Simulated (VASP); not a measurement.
These are PBE GGA, VASP's PBE PAW potentials (set 64) (plane waves; VASP) values and carry that method's errors.

The input files of a VASP run:

### INCAR
```
ALGO=Normal
EDIFF=1E-6
EDIFFG=-0.01
ENCUT=480
GGA=PE
IBRION=2
ISIF=3
ISMEAR=1
LASPH=.TRUE.
LCHARG=.FALSE.
LMAXMIX=6
LREAL=.FALSE.
LWAVE=.FALSE.
NELM=100
NSW=60
PREC=Accurate
SIGMA=0.1
SYSTEM=Hf
```

KPOINTS:
```
Automatic mesh
0
Gamma
12 12 7
0 0 0
```

**POSCAR**
```
Hf
1.0
  1.5950000000  -2.7626210000   0.0000000000
  1.5950000000   2.7626210000   0.0000000000
  0.0000000000   0.0000000000   5.0500000000
Hf
2
direct
  0.3333330000   0.6666670000   0.2500000000
  0.6666670000   0.3333330000   0.7500000000
```

POTCAR, in this order: Hf (PBE.64 set). Program: vasp_std.

Unless said otherwise, spin-orbit coupling is left out, though it shifts the bands of the heavy elements here.

Question: Estimate the energy per atom (σ→0), volume per atom, band gap (on the k-mesh).

Answer: 
The energy per atom (σ→0) is -9.957 eV/atom and the band gap (on the k-mesh) is none (metal, semimetal or under 0.01 eV). The volume per atom comes out as 22.28 Å³/atom.

OSZICAR:
```
...
DAV:   3    -0.199137260941E+02    0.54786E-06   -0.50441E-06  1336   0.104E-02
   3 F= -.19913726E+02 E0= -.19913712E+02  d E =-.113772E-03
       N       E                     dE             d eps       ncg     rms          rms(c)
DAV:   1    -0.199137616837E+02   -0.35042E-04   -0.23543E-03  1248   0.370E-01    0.270E-02
DAV:   2    -0.199137589774E+02    0.27063E-05   -0.19047E-05  2304   0.269E-02    0.152E-02
DAV:   3    -0.199137578068E+02    0.11706E-05   -0.60101E-06  1704   0.109E-02    0.148E-03
DAV:   4    -0.199137578018E+02    0.49969E-08   -0.15130E-07   848   0.267E-03
   4 F= -.19913758E+02 E0= -.19913752E+02  d E =-.317077E-04
```

The compound is Hf in the hcp structure. This run relaxes it. Symmetry was kept, so distortions that lower it aren't found.
